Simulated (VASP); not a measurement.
Os: equilibrium volume by level of theory

Space group P6_3/mmc (No. 194). a = 2.734 Å, b = 2.734 Å, c = 4.320 Å, α = 90.00°, β = 90.00°, γ = 120.00°
```csv
atom,site,symmetry,x,y,z
Os,2c,-6m2,0.3333,0.6667,0.2500
```

| rung | level | program and potentials | cutoff (eV) | k mesh | smearing | equilibrium volume (Å³/atom) | notes |
| --- | --- | --- | --- | --- | --- | --- | --- |
| LDA | LDA | VASP, LDA PAW files Os, 600 eV | 600 | 15 × 15 × 9 | methfessel-paxton 0.1 | 13.74 | - |
| GGA | PBE | VASP, PBE PAW files Os, 300 eV | 300 | 8 × 8 × 5 | methfessel-paxton 0.1 | 14.19 | - |
| GGA | PBE | VASP, PBE PAW files Os, 600 eV | 600 | 15 × 15 × 9 | methfessel-paxton 0.1 | 14.27 | - |
| GGA + dispersion | PBE+D3(BJ) | VASP, PBE PAW files Os, 600 eV | 600 | 15 × 15 × 9 | methfessel-paxton 0.1 | 14.02 | - |
| GGA | PBEsol | VASP, PBE PAW files Os, 600 eV | 600 | 15 × 15 × 9 | methfessel-paxton 0.1 | 13.91 | potentials made for PBE |
| meta-GGA | r2SCAN | VASP, PBE PAW files Os, 600 eV | 600 | 15 × 15 × 9 | methfessel-paxton 0.1 | 14.05 | potentials made for PBE |

Task: relaxation of cell and atoms. All rows: no spin polarisation. Smearing widths are in eV. For a metal such meshes aren't converged. Meshes differ between rows, which moves values too. Meshes are those of the run's cell of 2 atoms unless a note names another. Relaxations start from the cell shown or near it and stop with a little pressure left. Runs on faulty files, with rough fits or with known faults for this quantity aren't shown. No row holds spin-orbit coupling.

By rung: LDA 13.74; GGA 13.91 to 14.27; GGA + dispersion 14.02; meta-GGA 14.05 (Å³/atom).
